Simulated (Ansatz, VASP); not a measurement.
**ZnSe (Stilleite) in two plane-wave programs**

One calculation is typed for both programs; each brings its own data sets. How far apart do they land? The cell is taken from a series of runs on this material, whose earlier steps may have relaxed, scaled, displaced or heated it; both programs get it as it stands.

Program: Ansatz 0.2.0. Level of theory: plane waves, with VASP 6.6.1 beside it; relaxation of cell and atoms at LDA. Results are calculated unless marked as measured.

### Step 1. Set-up

The structure is cubic, space group F-43m (No. 216). The conventional cell has a = 5.567 Å, b = 5.567 Å, c = 5.567 Å, α = 90.00°, β = 90.00°, γ = 90.00°. Zn has 4 Se at 2.41 Å nearest. Nearest to Se lie 4 Zn at 2.41 Å. Farther neighbours and most contacts between anions are not listed.

### Step 2. VASP: relaxation of cell and atoms, LDA

The relaxed volume is the usual yardstick between codes: in a stiff, nearly cubic crystal its relative difference is about their pressure difference at one cell divided by the bulk modulus.

Lines of VASP's logs that name or quote its potential files are left out, and so is its time.

The input, INCAR:

```
SYSTEM = ZnSe
PREC = Accurate
ENCUT = 500
EDIFF = 1E-07
NELM = 120
ISMEAR = 0
SIGMA = 0.01
LREAL = .FALSE.
ALGO = Normal
GGA = CA
NBANDS = 15
LORBIT = 11
LWAVE = .FALSE.
LCHARG = .FALSE.
ISIF = 3
IBRION = 2
NSW = 80
EDIFFG = -0.005
LASPH = .TRUE.
GGA_COMPAT = .FALSE.
NELMIN = 4
EFERMI = MIDGAP
```

The input, POSCAR:

```
ZnSe
1.0
    0.0000000000      2.7833490000      2.7833490000
    2.7833490000      0.0000000000      2.7833490000
    2.7833490000      2.7833490000      0.0000000000
Zn Se
1 1
Direct
    0.0000000000      0.0000000000      0.0000000000
    0.2500000898      0.2500000898      0.2500000898
```

The input, KPOINTS:

```
Automatic mesh
0
Gamma
8 8 8
0 0 0
```

PAW data sets: Zn and Se (LDA family, release 64).

On the command line:

```sh
$ mpirun -np 1 vasp_std
```

Log:

```text
[banner, memory and clock lines left out]
running    1 mpi-ranks, on    1 nodes
 distrk:  each k-point on    1 cores,    1 groups
 distr:  one band on    1 cores,    1 groups

 POSCAR found type information on POSCAR ZnSe
 POSCAR found :  2 types and       2 ions
 LDA part: xc-table for (Slater(with rela. corr.)+CA(PZ))
 , standard interpolation
 POSCAR, INCAR and KPOINTS ok, starting setup
 FFT: planning ... GRIDC
 FFT: planning ... GRID_SOFT
 FFT: planning ... GRID
 WAVECAR not read
 entering main loop
       N       E                     dE             d eps       ncg     rms          rms(c)
DAV:   1     0.843288022069E+02    0.84329E+02   -0.88012E+03   870   0.135E+03
DAV:   2    -0.236638062563E+01   -0.86695E+02   -0.82108E+02   989   0.259E+02
DAV:   3    -0.763945617758E+01   -0.52731E+01   -0.52550E+01  1052   0.631E+01
DAV:   4    -0.768363053143E+01   -0.44174E-01   -0.44170E-01  1052   0.617E+00
DAV:   5    -0.768385976186E+01   -0.22923E-03   -0.22923E-03  1094   0.402E-01    0.530E+00
DAV:   6    -0.740300900989E+01    0.28085E+00   -0.59375E-01  1224   0.273E+01    0.400E+00
DAV:   7    -0.737661503533E+01    0.26394E-01   -0.16481E-01  1010   0.413E+00    0.165E+00
DAV:   8    -0.737217394088E+01    0.44411E-02   -0.36023E-03  1311   0.844E-01    0.427E-01
DAV:   9    -0.737161226565E+01    0.56168E-03   -0.96142E-04  1003   0.262E-01    0.588E-02
DAV:  10    -0.737162968382E+01   -0.17418E-04   -0.11980E-04  1115   0.117E-01    0.184E-02
DAV:  11    -0.737162263545E+01    0.70484E-05   -0.15501E-05  1304   0.641E-02    0.462E-03
DAV:  12    -0.737162267115E+01   -0.35698E-07   -0.25637E-06  1080   0.118E-02    0.121E-03
DAV:  13    -0.737162269581E+01   -0.24660E-07   -0.84796E-08   708   0.250E-03
   1 F= -.73716227E+01 E0= -.73716227E+01  d E =-.737162E+01
 curvature:   0.00 expect dE= 0.000E+00 dE for cont linesearch  0.000E+00
 trial: gam= 0.00000 g(F)=  0.122E-40 g(S)=  0.825E-03 ort = 0.000E+00 (trialstep = 0.100E+01)
 search vector abs. value=  0.825E-03
 bond charge predicted
       N       E                     dE             d eps       ncg     rms          rms(c)
DAV:   1    -0.738338588418E+01   -0.11763E-01   -0.13155E-01  1066   0.752E+00    0.753E-01
DAV:   2    -0.737345810269E+01    0.99278E-02   -0.30736E-02  1080   0.467E+00    0.279E-01
DAV:   3    -0.737223891803E+01    0.12192E-02   -0.11152E-03   933   0.326E-01    0.134E-01
DAV:   4    -0.737191079308E+01    0.32812E-03   -0.17269E-04  1073   0.182E-01    0.496E-02
DAV:   5    -0.737187184865E+01    0.38944E-04   -0.41828E-05  1282   0.106E-01    0.480E-03
DAV:   6    -0.737187226478E+01   -0.41613E-06   -0.89910E-06   940   0.333E-02    0.429E-03
DAV:   7    -0.737187236716E+01   -0.10238E-06   -0.65721E-07  1045   0.179E-02    0.220E-03
DAV:   8    -0.737187230647E+01    0.60688E-07   -0.21966E-07   627   0.100E-02
   2 F= -.73718723E+01 E0= -.73718723E+01  d E =-.249611E-03
 trial-energy change:   -0.000250  1 .order   -0.000245   -0.000825    0.000334
 step:   0.7161(harm=  0.7116)  dis= 0.00000  next Energy=    -7.371920 (dE=-0.297E-03)
 bond charge predicted
       N       E                     dE             d eps       ncg     rms          rms(c)
DAV:   1    -0.737285331704E+01   -0.98095E-03   -0.10553E-02  1073   0.211E+00    0.215E-01
DAV:   2    -0.737204719506E+01    0.80612E-03   -0.25672E-03  1080   0.141E+00    0.786E-02
DAV:   3    -0.737194923378E+01    0.97961E-04   -0.91465E-05   961   0.109E-01    0.379E-02
DAV:   4    -0.737192246846E+01    0.26765E-04   -0.16057E-05  1087   0.562E-02    0.143E-02
DAV:   5    -0.737191925122E+01    0.32172E-05   -0.35043E-06  1276   0.312E-02    0.133E-03
DAV:   6    -0.737191927781E+01   -0.26584E-07   -0.76328E-07   933   0.982E-03
   3 F= -.73719193E+01 E0= -.73719193E+01  d E =-.296582E-03
 curvature:  -0.36 expect dE=-0.421E-06 dE for cont linesearch -0.421E-06
 trial: gam= 0.00000 g(F)=  0.192E-40 g(S)=  0.118E-05 ort =-0.313E-04 (trialstep = 0.943E+00)
 search vector abs. value=  0.118E-05
 reached required accuracy - stopping structural energy minimisation
```

OUTCAR, selected parts (step 2):

```text
ion  position               nearest neighbor table
   1  0.000  0.000  0.000-   2 2.41   2 2.41   2 2.41   2 2.41
   2  0.250  0.250  0.250-   1 2.41   1 2.41   1 2.41   1 2.41

  LATTYP: Found a face centered cubic cell.
 ALAT       =     5.5666980000

 Subroutine GETGRP returns: Found 24 space group operations
 (whereof 24 operations were pure point group operations)

The static configuration has the point symmetry T_d .

 Found     29 irreducible k-points:

   k-points           NKPTS =     29   k-points in BZ     NKDIM =     29   number of bands    NBANDS=     15

   dimension x,y,z NGX =    30 NGY =   30 NGZ =   30
   dimension x,y,z NGXF=    60 NGYF=   60 NGZF=   60

   ENCUT  =  500.0 eV  36.75 Ry    6.06 a.u.   7.18  7.18  7.18*2*pi/ulx,y,z

   NELECT =      18.0000    total number of electrons

 k-points in reciprocal lattice and weights: Automatic mesh
   0.00000000  0.00000000  0.00000000       0.002
   0.12500000  0.00000000  0.00000000       0.016
   0.25000000  0.00000000  0.00000000       0.016
   0.37500000  0.00000000  0.00000000       0.016
   0.50000000  0.00000000  0.00000000       0.008
   0.12500000  0.12500000  0.00000000       0.012
   0.25000000  0.12500000  0.00000000       0.047
   0.37500000  0.12500000  0.00000000       0.047
   0.50000000  0.12500000  0.00000000       0.047
[...]
-0.37500000  0.50000000  0.12500000       0.023
  -0.25000000  0.50000000  0.25000000       0.012

 average (electrostatic) potential at core
       1 -37.8908       2 -61.8426

 E-fermi :   2.5788

 k-point     1 :       0.0000    0.0000    0.0000
  band No.  band energies     occupation
    ...
      5      -4.5161      2.00000
      6      -4.5161      2.00000
      7       1.9447      2.00000
      8       1.9447      2.00000
      9       1.9447      2.00000
     10       3.2130      0.00000
     11       7.6298      0.00000
     12       7.6298      0.00000
     13       7.6298      0.00000
     14      11.7804      0.00000
    ...

 k-point     2 :       0.1250    0.0000    0.0000
  band No.  band energies     occupation
    ...
      5      -4.5178      2.00000
      6      -4.5178      2.00000
      7       0.5386      2.00000
      8       1.7762      2.00000
      9       1.7762      2.00000
     10       4.2318      0.00000
     11       7.5882      0.00000
     12       7.9018      0.00000
     13       7.9018      0.00000
     14      12.6399      0.00000
    ...

 k-point     3 :       0.2500    0.0000    0.0000
  band No.  band energies     occupation
    ...
      5      -4.5164      2.00000
      6      -4.5164      2.00000
      7      -1.2955      2.00000
      8       1.4203      2.00000
      9       1.4203      2.00000
     10       4.6479      0.00000
     11       8.2968      0.00000
     12       8.2968      0.00000
     13       8.4990      0.00000
     14      12.3885      0.00000
    ...

  Total       -0.0040457     -0.0040457     -0.0040457      0.0000000     -0.0000000      0.0000000
  in kB       -0.1494742     -0.1494742     -0.1494742      0.0000000     -0.0000000      0.0000000
  external PRESSURE =      -0.1494742 kB  Pullay stress =       0.0000000 kB

  energy-cutoff  :      500.00
  volume of cell :       43.36
      direct lattice vectors                 reciprocal lattice vectors
     0.000000000  2.788482530  2.788482530    -0.179308995  0.179308995  0.179308995
     2.788482530  0.000000000  2.788482530     0.179308995 -0.179308995  0.179308995
     2.788482530  2.788482530  0.000000000     0.179308995  0.179308995 -0.179308995

 POSITION                                       TOTAL-FORCE (eV/Angst)
 -----------------------------------------------------------------------------------
      0.00000      0.00000      0.00000         0.000000      0.000000      0.000000
      1.39424      1.39424      1.39424        -0.000000     -0.000000     -0.000000
 -----------------------------------------------------------------------------------
    total drift:                               -0.000162     -0.000162     -0.000162

  FREE ENERGIE OF THE ION-ELECTRON SYSTEM (eV)
  ---------------------------------------------------
  free  energy   TOTEN  =        -7.3719192778 eV

  energy  without entropy=       -7.3719192778  energy(sigma->0) =       -7.37191928

 reached required accuracy - stopping structural energy minimisation

 total charge
# of ion       s       p       d       tot
------------------------------------------
    1        0.557   0.494   9.789  10.839
    2        1.440   2.439   0.035   3.914
--------------------------------------------------
tot          1.997   2.933   9.823  14.754

[... 3 further parts left out ...]
```

CONTCAR:

```
ZnSe
   1.00000000000000
     0.0000000000000000    2.7884825298618612    2.7884825298618612
     2.7884825298618612    0.0000000000000000    2.7884825298618612
     2.7884825298618612    2.7884825298618612    0.0000000000000000
  Zn              Se
     1     1
Direct
     0.0000000000000000    0.0000000000000000    0.0000000000000000
     0.2500000897999968    0.2500000897999968    0.2500000897999968
```

The run keeps the 24 symmetry operations of its start, so it cannot find a distortion of lower symmetry.

### Step 3. Ansatz: relaxation of cell and atoms, LDA

Ansatz runs on norm-conserving files, of PseudoDojo where its log says so.

The same cell, functional (in two slightly different forms) and mesh now go to Ansatz, which takes its cutoff from its data sets.

The input, input.yaml:

```yaml
crystal:
  lattice:
    - [0.0, 2.7833494746, 2.7833494746]
    - [2.7833494746, 0.0, 2.7833494746]
    - [2.7833494746, 2.7833494746, 0.0]
  atoms:
    - { symbol: Zn, position: [0.0, 0.0, 0.0] }
    - { symbol: Se, position: [0.25, 0.25, 0.25] }
kpoints:
  mp_grid: { grid: [8, 8, 8] }
hamiltonian:
  xc: lda
  pseudopotentials: { kind: nc }
scf:
  occupations: { method: fixed }
output:
  forces: true
  stress: true
  eigenvalues: true
relax:
  adjacent_minimum: "off"
  f_tol: 0.001
  max_steps: 60
  cell: { stress_tol: 0.01 }
```

On the command line:

```sh
$ ansatz run input.yaml --threads 4 --pin off --max-ram 7168MiB --backend cpu --events-out ev --progress --plain --runs-dir out
```

Log:

```text
Engine: ansatz 0.2.0, aarch64-unknown-linux-gnu
Pseudopotentials: kind: nc
Pseudopotential: Zn, nc, valence charge 20, recommended cutoff 1142.878222 eV (normal), Zn.nc.azcp (PseudoDojo's, or run here from an input of PseudoDojo's: the run reads no file of this project's for it)
Pseudopotential: Se, nc, valence charge 16, recommended cutoff 1170.089609 eV (normal), Se.nc.azcp (PseudoDojo's, or run here from an input of PseudoDojo's: the run reads no file of this project's for it)
Functional definition: SPW92
  exchange = slater_x
  correlation = pw_c
Crystal: 2 atoms, lattice volume = 43.125 Å³
Basis set: ecut = 1170.089609 eV, 3839 PW (Γ)
Bands: 22, of which v1, the nominal top of the filled ones, is band 18 counted from 1 (17 counted from 0)
Symmetry: 24 space group operations
Space group: F-43m (ITA 216), of the structure as read, at distance tolerance 3.5e-5 Å
k-points: 29 of 512 (time reversal used)
Non-local potential: Zn, projectors of the file, l = 0: 2, l = 1: 2, l = 2: 2
Non-local potential: Se, projectors of the file, l = 0: 2, l = 1: 2, l = 2: 2
Initial density: superposition of atomic densities (chi_scale 0.1, normalization cell, long waves kept (reshape's long-wave potential 0.00 eV rms))
Initial wavefunctions: pseudopotential atomic-orbital guess
Functional: x = slater, c = lda
SCF iter   1: F=—  HF=-8985.107152 eV  |F-HF|=—  |Δ(HF+E_count)|=         —  Δρ=9.47e-2  dr2=3.10e0  ethr=3.10e-3  ⟨swp⟩=4.8  Hψ=2502  notcnv=0  defer=53
preconditioner: auto → none  [insulator: Δε(μ)=0.972 eV  Ē_g=13.443 eV  n_scr=14 (ndim 8)  ℏωp=24.0 eV  f_vac=0.113  ε∞_Penn≈4.2]
SCF iter   2: F=—  HF=-8984.019367 eV  |F-HF|=—  |Δ(HF+E_count)|=    1.09e0  Δρ=3.40e-2  dr2=3.37e-1  ethr=3.10e-3  ⟨swp⟩=3.1  Hψ=1732  notcnv=0  defer=37
SCF iter   3: F=—  HF=-8983.913036 eV  |F-HF|=—  |Δ(HF+E_count)|=   1.06e-1  Δρ=1.07e-2  dr2=2.23e-2  ethr=9.35e-4  ⟨swp⟩=3.0  Hψ=1124  notcnv=0  defer=53
SCF iter   4: F=—  HF=-8983.905924 eV  |F-HF|=—  |Δ(HF+E_count)|=   7.11e-3  Δρ=2.99e-3  dr2=1.73e-3  ethr=6.18e-5  ⟨swp⟩=2.8  Hψ=1310  notcnv=0  defer=53
SCF iter   5: F=—  HF=-8983.905291 eV  |F-HF|=—  |Δ(HF+E_count)|=   6.33e-4  Δρ=6.93e-4  dr2=5.86e-5  ethr=4.81e-6  ⟨swp⟩=2.2  Hψ=1177  notcnv=0  defer=53
SCF iter   6: F=—  HF=-8983.905455 eV  |F-HF|=—  |Δ(HF+E_count)|=   1.64e-4  Δρ=1.41e-4  dr2=4.62e-6  ethr=1.63e-7  ⟨swp⟩=2.9  Hψ=1168  notcnv=0  defer=53
SCF iter   7: F=—  HF=-8983.905454 eV  |F-HF|=—  |Δ(HF+E_count)|=   1.45e-6  Δρ=3.20e-5  dr2=2.47e-7  ethr=1.28e-8  ⟨swp⟩=2.0  Hψ=795  notcnv=0  defer=53
SCF iter   8: F=-8983.905454 eV  HF=-8983.905454 eV  |F-HF|=1.93e-10  |Δ(HF+E_count)|=   7.29e-8  Δρ=1.78e-6  dr2=4.95e-10  ethr=2.78e-10  ⟨swp⟩=8.3  Hψ=3228  notcnv=0
SCF 1 converged in 8 iterations: F = -8983.905454 eV  dr2 = 4.95e-10
relax step   1: F+E_penalty+E_count = -8983.90545385 eV  Δ(F+E_penalty+E_count) = +0.000e0 eV  max|allowed force component| = 3.331e-16 eV/Å  Δτ_max = 0.0000 Å  P = -0.002 GPa  Ω = 43.125 Å³  (8 SCF iters, dr2 threshold 1.00e-7 eV, accepted)
Initial density: handed on by an earlier stage of this run
Initial wavefunctions: pseudopotential atomic-orbital guess (no wavefunctions were taken with the density)
iter 1 solved again at ethr=1.60e-7 eV; its pass at ethr=3.10e-3 eV (dr2=5.77e-5 eV) is discarded
SCF iter   1: F=—  HF=-8983.905307 eV  |F-HF|=—  |Δ(HF+E_count)|=         —  Δρ=2.61e-6  dr2=1.14e-9  ethr=1.60e-7  ⟨swp⟩=4.1  Hψ=4516  notcnv=0  defer=53
eigensolver tolerance schedule: the retry pair's looser diagonalisation over-reported the residual by 50421.33 of it (diagonalisation noise at an unbounded share of the residual, at the tolerance the schedule requests for it); recorded, not acted on — ethr = c·dr2/N_el stays at c = 1.0e-1
preconditioner: auto → none  [insulator: Δε(μ)=1.249 eV  Ē_g=12.141 eV  n_scr=14 (ndim 8)  ℏωp=24.0 eV  f_vac=0.157  ε∞_Penn≈4.9]
SCF iter   2: F=—  HF=-8983.905454 eV  |F-HF|=—  |Δ(HF+E_count)|=   1.47e-4  Δρ=1.60e-6  dr2=4.54e-10  ethr=3.18e-12  ⟨swp⟩=3.8  Hψ=1718  notcnv=0  defer=53
SCF iter   3: F=—  HF=-8983.905454 eV  |F-HF|=—  |Δ(HF+E_count)|=  1.26e-10  Δρ=7.06e-7  dr2=5.18e-11  ethr=1.26e-12  ⟨swp⟩=2.0  Hψ=868  notcnv=0  defer=53
SCF iter   4: F=—  HF=-8983.905454 eV  |F-HF|=—  |Δ(HF+E_count)|=  1.27e-11  Δρ=1.34e-7  dr2=4.69e-12  ethr=1.44e-13 (applied; sched 1.00e-12)  ⟨swp⟩=2.7  Hψ=1079  notcnv=0  defer=53
SCF iter   5: F=—  HF=-8983.905454 eV  |F-HF|=—  |Δ(HF+E_count)|=  3.64e-12  Δρ=7.14e-8  dr2=8.79e-13  ethr=1.00e-12  ⟨swp⟩=9.8  Hψ=3453  notcnv=0
SCF iter   6: F=-8983.905454 eV  HF=-8983.905454 eV  |F-HF|=0.00e0  |Δ(HF+E_count)|=  1.82e-12  Δρ=3.57e-8  dr2=2.07e-13  ethr=1.00e-12  ⟨swp⟩=4.1  Hψ=2261  notcnv=0
SCF 2 converged in 6 iterations: F = -8983.905454 eV  dr2 = 2.07e-13
relax step   2: F+E_penalty+E_count = -8983.90545385 eV  Δ(F+E_penalty+E_count) = +1.219e-10 eV  max|allowed force component| = 3.516e-16 eV/Å  Δτ_max = 0.0000 Å  P = -0.002 GPa  Ω = 43.125 Å³  stress off target by 1.65e-3 GPa  SCF on the basis re-selected at this cell (its energy is not comparable with the rows above)  (6 SCF iters)
basis re-selected at this cell: Δ(F+E_penalty+E_count) = +1.219e-10 eV, ΔP = -0.000 GPa vs the last step (what re-selecting the basis moved, of the pressure what is left beyond the Pulay correction that the steps carried, after the strain that the cell walked since its last selection, with what the two solves' SCF thresholds leave and, on support functions, any second-order correction that the steps lacked; it is no  [...]
SCF converged after 6 iterations
Free energy (F): -8983.905454 eV
Harris-Foulkes:  -8983.905454 eV  (|F-HF|=0.00e0)
Internal energy: -8983.905454 eV  (E = F + TS)
E sigma→0 (E₀):  -8983.905454 eV
Fermi energy:    8.915197 eV
--- Per-component energies (eV) ---
  E_band       = -983.097640
  E_kinetic    = 4639.621292
  E_local      = -8464.252894  (includes V_loc(G=0)·N_el)
  E_nonlocal   = -2692.359602
  E_hartree    = 3339.500989
  E_xc         = -1252.564275
  E_vxc        = -1145.108424  (∫ρ·V_xc dr)
  E_ewald      = -4553.850965
  E_smearing   = -0.000000  (= −TS)
  E_closure    = 0.000000  (closes the sum)
  Σ components = -8983.905454   (vs F -8983.905454, Δ=0.00e0)
--- Forces (eV/Å), atoms counted from 1 ---
  atom   1  Zn     0.00000000    -0.00000000     0.00000000
  atom   2  Se    -0.00000000     0.00000000     0.00000000
  max |Σ_I F_I| component: 3.70e-17 eV/Å
--- Stress (GPa, compression-positive) ---
       -0.001654       0.000000      -0.000000
        0.000000      -0.001654       0.000000
       -0.000000       0.000000      -0.001654
  P = ⅓ Tr σ = -0.0017 GPa (-0.017 kbar)
--- Band table (eV; the first three rows and the last of 29) ---
  k-point 0: bands = [... 14 lower, 2.4732, 8.9152, 8.9152, 8.9152, 10.1646, 14.6175, 14.6175, 14.6175]
  k-point 1: bands = [... 14 lower, 2.4714, 7.5007, 8.7457, 8.7457, 11.1913, 14.5712, 14.8910, 14.8910]
  k-point 2: bands = [... 14 lower, 2.4729, 5.6615, 8.3875, 8.3875, 11.6109, 15.2877, 15.2877, 15.4774]
  k-point 28: bands = [... 14 lower, 2.8186, 3.9001, 5.8922, 5.9594, 14.2674, 14.6104, 15.8515, 16.4819]
--- Relaxed structure (1 steps of the walk, 1 accepted, 1 SCFs on fresh bases) ---
  F+E_penalty+E_count = -8983.90545385 eV   max|allowed force component| = 3.516e-16 eV/Å   (the final SCF, on the basis selected at the relaxed cell)
  cell:  # Å, volume = 43.1254 Å³
    - [0.0, 2.7833494746, 2.7833494746]
    - [2.7833494746, 0.0, 2.7833494746]
    - [2.7833494746, 2.7833494746, 0.0]
  atoms:
    - { symbol: Zn, position: [0.0, 0.0, 0.0] }
    - { symbol: Se, position: [0.25, 0.25, 0.25] }
```

Reading the cycles: dr2 is the Hartree energy of the density residual (eV), the measure of convergence; HF is the Harris–Foulkes estimate of the energy, which meets the free energy F at convergence.

### Step 4. Differences

Known differences besides the potentials themselves: the two LDA forms differ slightly; fixed occupations in Ansatz, narrow Gaussian smearing in VASP; the data sets hold 36 valence electrons in Ansatz (on norm-conserving files, of PseudoDojo where its log says so) and 18 in VASP; the cutoff is 1170.09 eV in Ansatz and 500 eV in VASP; VASP's log shows a relativistic correction to its local exchange, Ansatz's none; Ansatz adds a Pulay correction to the stress that steers its cell, VASP none. Total energies have different zeros and are not compared.

Both answers:

| quantity | Ansatz | VASP | difference |
| --- | --- | --- | --- |
| volume (Å³) | 43.13 | 43.36 | -0.55 % |
| edge a after relaxation, in the typed setting (Å) | 3.936 | 3.943 | -0.18 % |

### Step 5. What came out

```json
{"difference in volume (relaxation of cell and atoms, LDA)": "-0.55 %"}
```

What this shows: The difference in volume is -0.55 % (relaxation of cell and atoms, LDA), within the 1.2 % picked in this series as the mark of a large difference, as far as the stopping tolerances let one tell. The data sets hold unlike numbers of valence electrons (36 in Ansatz and 18 in VASP), so part of the differences comes from the potentials. Such differences can come from data sets, numerical settings and the points named under the comparisons, not from the functional's error against experiment.

[Lines on the potential files, build, host, timing and source positions are cut from VASP's logs without a mark.]

[Logs are printed without paths, hosts, clocks, repeated set-up lines and the standing remarks that a program may print on its own settings, such as how far it seeks lower states.]

[Hosts, paths, dates, database ids (printed as entryN), source tags and the programs' standing remarks are cut or masked in the printed files.]
